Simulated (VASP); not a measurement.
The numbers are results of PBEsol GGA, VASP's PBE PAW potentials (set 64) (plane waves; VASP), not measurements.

VASP ran on this input.

**KPOINTS**
```
Automatic mesh
0
G
 7 7 7
0 0 0
```

### INCAR
```
! general
SYSTEM =Mo3Si
PREC   =Accurate
ENCUT  =500
LREAL  =F
LASPH  =T

! electronic loop
EDIFF  =1E-6
NELM   =100
ALGO   =Normal
LMAXMIX=4

! smearing
ISMEAR =1
SIGMA  =0.1

! functional
GGA    =PS

! ions
IBRION =2
NSW    =40
ISIF   =3
EDIFFG =-0.02
PSTRESS=100

! output
LWAVE  =F
LCHARG =F
```

### POSCAR
```
Mo3Si
1.0
  4.8082588874   0.0000000000   0.0000000000
  0.0000000000   4.8082588874   0.0000000000
  0.0000000000   0.0000000000   4.8082588874
Si Mo
2 6
direct
  0.5000000000   0.5000000000   0.5000000000
  0.0000000000   0.0000000000   0.0000000000
  0.2500000000   0.0000000000   0.5000000000
  0.5000000000   0.2500000000   0.0000000000
  0.5000000000   0.7500000000   0.0000000000
  0.7500000000   0.0000000000   0.5000000000
  0.0000000000   0.5000000000   0.7500000000
  0.0000000000   0.5000000000   0.2500000000
```

POTCAR, in this order: Si Mo_sv (PBE.64 set). Program: vasp_std.

What VASP printed:

OUTCAR:
```
 ion  position               nearest neighbor table
   1  0.500  0.500  0.500-   3 2.69   4 2.69   5 2.69   6 2.69   7 2.69   8 2.69   4 2.69   5 2.69
                             3 2.69   6 2.69   7 2.69   8 2.69
   2  0.000  0.000  0.000-   3 2.69   4 2.69   5 2.69   6 2.69   7 2.69   8 2.69   3 2.69   6 2.69
                             7 2.69   8 2.69   4 2.69   5 2.69
   3  0.250  0.000  0.500-   6 2.40   6 2.40   1 2.69   2 2.69   1 2.69   2 2.69   8 2.94   5 2.94
                             4 2.94   5 2.94   4 2.94   7 2.94   8 2.94   7 2.94
   4  0.500  0.250  0.000-   5 2.40   5 2.40   1 2.69   1 2.69   2 2.69   2 2.69   8 2.94   3 2.94
                             3 2.94   6 2.94   6 2.94   7 2.94   7 2.94   8 2.94
   5  0.500  0.750  0.000-   4 2.40   4 2.40   1 2.69   1 2.69   2 2.69   2 2.69   8 2.94   3 2.94
                             3 2.94   6 2.94   6 2.94   7 2.94   7 2.94   8 2.94
   6  0.750  0.000  0.500-   3 2.40   3 2.40   1 2.69   2 2.69   1 2.69   2 2.69   8 2.94   4 2.94
                             4 2.94   5 2.94   5 2.94   7 2.94   8 2.94   7 2.94
   7  0.000  0.500  0.750-   8 2.40   8 2.40   1 2.69   2 2.69   2 2.69   1 2.69   3 2.94   4 2.94
                             5 2.94   3 2.94   6 2.94   6 2.94   4 2.94   5 2.94
   8  0.000  0.500  0.250-   7 2.40   7 2.40   1 2.69   2 2.69   2 2.69   1 2.69   3 2.94   4 2.94
                             5 2.94   3 2.94   6 2.94   6 2.94   4 2.94   5 2.94
  LATTYP: Found a simple cubic cell.
 ALAT       =     4.8082588874
 Subroutine PRICEL returns:
 Original cell was already a primitive cell.
 Subroutine GETGRP returns: Found 48 space group operations
The static configuration has the point symmetry T_h .
 The point group associated with its full space group is O_h .
The dynamic configuration has the point symmetry T_h .
 Subroutine INISYM returns: Found 48 space group operations
 Subroutine IBZKPT returns following result:
 Found     20 irreducible k-points:

 Following reciprocal coordinates:
            Coordinates               Weight
  0.000000  0.000000  0.000000      1.000000
  0.142857  0.000000  0.000000      6.000000
  0.285714  0.000000  0.000000      6.000000
  0.428571  0.000000  0.000000      6.000000
  0.142857  0.142857  0.000000     12.000000
  0.285714  0.142857  0.000000     24.000000
  0.428571  0.142857  0.000000     24.000000
  0.285714  0.285714  0.000000     12.000000
  0.428571  0.285714  0.000000     24.000000
  0.428571  0.428571  0.000000     12.000000
  0.142857  0.142857  0.142857      8.000000
  0.285714  0.142857  0.142857     24.000000
  0.428571  0.142857  0.142857     24.000000
  0.285714  0.285714  0.142857     24.000000
  0.428571  0.285714  0.142857     48.000000
  0.428571  0.428571  0.142857     24.000000
  0.285714  0.285714  0.285714      8.000000
  0.428571  0.285714  0.285714     24.000000
  0.428571  0.428571  0.285714     24.000000
  0.428571  0.428571  0.428571      8.000000
   k-points           NKPTS =     20   k-points in BZ     NKDIM =     20   number of bands    NBANDS=     55
   number of dos      NEDOS =    301   number of ions     NIONS =      8
   total plane-waves  NPLWV =  46656
   dimension x,y,z NGX =    36 NGY =   36 NGZ =   36
   dimension x,y,z NGXF=    72 NGYF=   72 NGZF=   72
   ions per type =               2   6
   PREC   = accura    normal or accurate (medium, high low for compatibility)
   ISTART =      0    job   : 0-new  1-cont  2-samecut
   ICHARG =      2    charge: 1-file 2-atom 10-const
   ISPIN  =      1    spin polarized calculation?
   LNONCOLLINEAR =      F non collinear calculations
   LSORBIT =      F    spin-orbit coupling
   INIWAV =      1    electr: 0-lowe 1-rand  2-diag
   ENCUT  =  500.0 eV  36.75 Ry    6.06 a.u.   8.77  8.77  8.77*2*pi/ulx,y,z
   NELM   =    100;   NELMIN=  2; NELMDL= -5     # of ELM steps
   EDIFF  = 0.1E-05   stopping-criterion for ELM
   LREAL  =      F    real-space projection
   NLSPLINE    = F    spline interpolate recip. space projectors
   LMAXMIX     =    4 max onsite mixed and CHGCAR
   VOSKOWN=      0    Vosko Wilk Nusair interpolation
   EDIFFG = -.2E-01   stopping-criterion for IOM
   NSW    =     40    number of steps for IOM
   NBLOCK =      1;   KBLOCK =     40    inner block; outer block
   IBRION =      2    ionic relax: 0-MD 1-quasi-New 2-CG
...
```

**OSZICAR**
```
       N       E                     dE             d eps       ncg     rms          rms(c)
DAV:   1     0.110400367931E+04    0.11040E+04   -0.55173E+04  2208   0.168E+03
DAV:   2    -0.372280306879E+02   -0.11412E+04   -0.11118E+04  2340   0.534E+02
DAV:   3    -0.881630034475E+02   -0.50935E+02   -0.49322E+02  2808   0.100E+02
DAV:   4    -0.893624660841E+02   -0.11995E+01   -0.11844E+01  2681   0.127E+01
DAV:   5    -0.893838757383E+02   -0.21410E-01   -0.21357E-01  2640   0.171E+00    0.515E+01
DAV:   6    -0.854321701104E+02    0.39517E+01   -0.13690E+01  2440   0.174E+01    0.154E+01
DAV:   7    -0.850775612319E+02    0.35461E+00   -0.10269E+00  2760   0.456E+00    0.387E+00
DAV:   8    -0.850210856455E+02    0.56476E-01   -0.12792E-01  2499   0.123E+00    0.539E-01
DAV:   9    -0.850200486130E+02    0.10370E-02   -0.65881E-03  2704   0.304E-01    0.283E-01
DAV:  10    -0.850199072194E+02    0.14139E-03   -0.63976E-04  2697   0.155E-01    0.124E-01
DAV:  11    -0.850199185137E+02   -0.11294E-04   -0.29621E-05  2824   0.286E-02    0.245E-02
DAV:  12    -0.850199151322E+02    0.33815E-05   -0.10930E-05  2513   0.185E-02    0.364E-03
DAV:  13    -0.850199149664E+02    0.16586E-06   -0.20656E-07  1544   0.217E-03
   1 F= -.78081617E+02 E0= -.78081031E+02  d E =-.780816E+02
```

File OUTCAR:
```
------------------------ aborting loop because EDIFF is reached ----------------------------------------
  FORCE on cell =-STRESS in cart. coord.  units (eV):
  Direction    XX          YY          ZZ          XY          YZ          ZX
  --------------------------------------------------------------------------------------
  Total        6.8713538      6.8713538      6.8713538     -0.0000000     -0.0000000      0.0000000
  in kB       99.0351504     99.0351504     99.0351504     -0.0000000     -0.0000000      0.0000000
  external PRESSURE =      -0.9648496 kB  Pullay stress =     100.0000000 kB
  volume of cell :      111.16
      direct lattice vectors                 reciprocal lattice vectors
     4.808258887  0.000000000  0.000000000     0.207975490  0.000000000  0.000000000
     0.000000000  4.808258887  0.000000000     0.000000000  0.207975490  0.000000000
     0.000000000  0.000000000  4.808258887     0.000000000  0.000000000  0.207975490
 POSITION                                       TOTAL-FORCE (eV/Angst)
 -----------------------------------------------------------------------------------
      2.40413      2.40413      2.40413        -0.000000      0.000000      0.000000
      0.00000      0.00000      0.00000        -0.000000      0.000000      0.000000
      1.20206      0.00000      2.40413         0.000000     -0.000000     -0.000000
      2.40413      1.20206      0.00000         0.000000     -0.000000      0.000000
      2.40413      3.60619      0.00000         0.000000      0.000000     -0.000000
      3.60619      0.00000      2.40413        -0.000000     -0.000000     -0.000000
      0.00000      2.40413      3.60619        -0.000000      0.000000      0.000000
      0.00000      2.40413      1.20206        -0.000000      0.000000     -0.000000
 -----------------------------------------------------------------------------------
    total drift:                                0.000000      0.000000     -0.000000
  FREE ENERGIE OF THE ION-ELECTRON SYSTEM (eV)
  ---------------------------------------------------
  free  energy   TOTEN  =       -85.0199149664 eV

  energy  without entropy=      -85.0181581689  energy(sigma->0) =      -85.01932937
  enthalpy is  TOTEN    =       -78.0816170020 eV   P V=        6.9382979644

 reached required accuracy - stopping structural energy minimisation
```
(Selected blocks of OUTCAR.)

The compound is Mo3Si in the A15 structure. It was relaxed first under an external pressure of 10 GPa.
